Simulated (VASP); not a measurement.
Method: AM05 GGA, VASP's PBE PAW potentials (set 64) (plane waves; VASP).

A VASP calculation is set up with these files.

POSCAR:
```
Ga
4.3992740
  0.5013621481  -0.8652374143   0.0000000000
  0.5013621481   0.8652374143   0.0000000000
  0.0000000000   0.0000000000   1.0313075583
Ga
4
direct
  0.1555357272   0.8444642728   0.9181350715
  0.3444642728   0.6555357272   0.4181350715
  0.6555357272   0.3444642728   0.5818649285
  0.8444642728   0.1555357272   0.0818649285
```

INCAR:
```
SYSTEM  =  Ga
PREC  =  Accurate; ENCUT  =  520; LREAL  =  .FALSE.
LASPH  =  .TRUE.
EDIFF  =  1E-7; NELM  =  100; ALGO  =  Normal
LMAXMIX  =  4
ISMEAR  =  -5
GGA  =  AM
ISIF  =  2
LWAVE  =  .FALSE.; LCHARG  =  .TRUE.; LORBIT  =  11
NEDOS  =  601
LEFG  =  .TRUE.
```

File KPOINTS:
```
K-points
0
gamma
9 9 8
0 0 0
```

POTCAR, in this order: Ga_d (PBE.64 set). Program: vasp_std.

Task: What will the output report for the number of irreducible k-points (NKPTS), largest plane-wave count, number of space-group operations, FFT grid (NGX, NGY, NGZ)?

Result: 
| Item | Value |
|---|---|
| number of irreducible k-points (NKPTS) | 125 |
| largest plane-wave count | 2069 |
| number of space-group operations | 8 |
| FFT grid (NGX, NGY, NGZ) | 36 × 36 × 36 |

The compound is Ga in the alpha structure. It was relaxed first.
